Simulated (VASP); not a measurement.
**PtSe2: relaxation of the atoms with optB88-vdW**

Crystal: PtSe2.

```
CELL_PARAMETERS angstrom
3.72400 0.00000 0.00000
-1.86200 3.22508 0.00000
0.00000 0.00000 4.89495
ATOMIC_POSITIONS crystal
Pt 0.00000 0.00000 0.00000
Se 0.33333 0.66667 0.25853
Se 0.66667 0.33333 0.74147
```

```
Program                : VASP 6.6.1
Task                   : relaxation of the atoms
Functional             : optB88-vdW
Potentials or basis    : VASP PAW PBE potentials, release 64 (Pt, Se)
Cutoff                 : 520 eV
k mesh                 : 10 × 10 × 8
Occupations            : gaussian, width 0.05 eV
Spin                   : no spin polarisation
Further INCAR settings : ALGO = Normal; EDIFF = 1e-07; IBRION = 2; EDIFFG = -0.02; NSW = 60
```

The energy gained by relaxing is 15.3 meV/atom and the ionic steps are 3. The pressure after relaxing is 6.2 GPa. The largest force after relaxing is 0.007 eV/Å and the band gap on the k mesh is none (metal or under the smearing width).

Forces on the atoms (eV/Å):
```
Pt   0.000  0.000  0.000
Se   0.000  0.000 -0.007
Se   0.000  0.000  0.007
```

Stress tensor (GPa, compression positive):
```
7.09 0.00 0.00
0.00 7.09 0.00
0.00 0.00 4.49
```

The path:
| step | energy change (eV) | largest force (eV/Å) | pressure (GPa) |
| --- | --- | --- | --- |
| 1 | 0.0000 | 0.7904 | 9.84 |
| 2 | -0.0402 | 0.2724 | 7.46 |
| 3 | -0.0459 | 0.0069 | 6.23 |

Final structure:
```
Pt Se
1.0
     3.72400    0.00000    0.00000
    -1.86200    3.22508    0.00000
     0.00000    0.00000    4.89495
Pt Se
1 2
Direct
  0.00000 0.00000 0.00000
  0.33333 0.66667 0.27076
  0.66667 0.33333 0.72924
```

Levels at points of the mesh, in eV from the Fermi level:
```tsv
k point	band 8	band 9	band 10	band 11	band 12	band 13	band 14	band 15
(0.00, 0.00, 0.00)	-2.59	-0.88	-0.88	0.77	1.04	1.04	3.62	4.20
(0.50, 0.00, 0.00)	-3.54	-3.22	-3.21	-2.86	0.49	2.48	5.23	6.14
(0.00, 0.00, 0.50)	-3.01	-1.72	-1.63	-1.63	2.33	2.33	5.11	6.68
(0.50, 0.00, 0.50)	-3.24	-2.98	-2.35	-1.12	0.55	1.56	4.83	4.93
```

It took 3.6 min on 2 MPI ranks on Intel(R) Xeon(R) Platinum 8375C CPU @ 2.90GHz (Ice Lake) (shared host), peak memory 0.41 GiB a rank.

Caveat: the PAW data sets were made with another functional, which shifts forces and pressure a little. The run has no spin-orbit coupling, so splittings on Pt are missing.
